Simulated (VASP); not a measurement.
VASP runs on PbI₂ share one base input (PBE GGA, plane waves, VASP's PBE PAW potentials (set 64)) and change the settings named in each case.

POSCAR:
```
PbI2
1
    4.6035560000     0.0000000000     0.0000000000
   -2.3017780000     3.9867960000     0.0000000000
    0.0000000000     0.0000000000    17.7422140000
Pb I
1 2
Direct
  0.0000000000   0.0000000000   0.5000000000
  0.3333330000   0.6666670000   0.6054610000
  0.6666670000   0.3333330000   0.3945390000
```

**KPOINTS**
```
Automatic mesh
0
Gamma
7 7 1
0 0 0
```

### INCAR
```
ALGO=Normal
EDIFF=1E-6
ENCUT=300
GGA=PE
ISIF=2
ISMEAR=0
LASPH=T
LCHARG=F
LMAXMIX=4
LREAL=F
LWAVE=F
NELM=100
PREC=Accurate
SIGMA=0.05
SYSTEM=PbI2
```

POTCAR, in this order: Pb_d I (PBE.64 set). Program: vasp_std.

```csv
change,E(σ→0) (eV/atom)
base run,-2.8679
GGA = PS,-3.0976
"GGA_COMPAT = .FALSE., LNONCOLLINEAR = .TRUE., LSORBIT = .TRUE., MAGMOM = 0.0 0.0 0.0 0.0 0.0 0.0 0.0 0.0 0.0, program vasp_ncl",-3.0872
KPOINTS 3×3×1 Γ-centred mesh,-2.8657
```
 Energies of different potentials or functionals have different zeros.  The cell holds a wide vacuum, so values per volume refer to the whole cell. Unless said otherwise, spin-orbit coupling is left out, though it shifts the bands of the heavy elements here.

Left out are runs that ran out of time, are held back, or changed the cell or the kind of run, fixed moments of cells without a moment, rows past the twelfth, gaps on odd meshes, pressures of charged cells and columns that move by less than the noise.

The cell is a sheet or thin cut with vacuum, built from a generated structure.
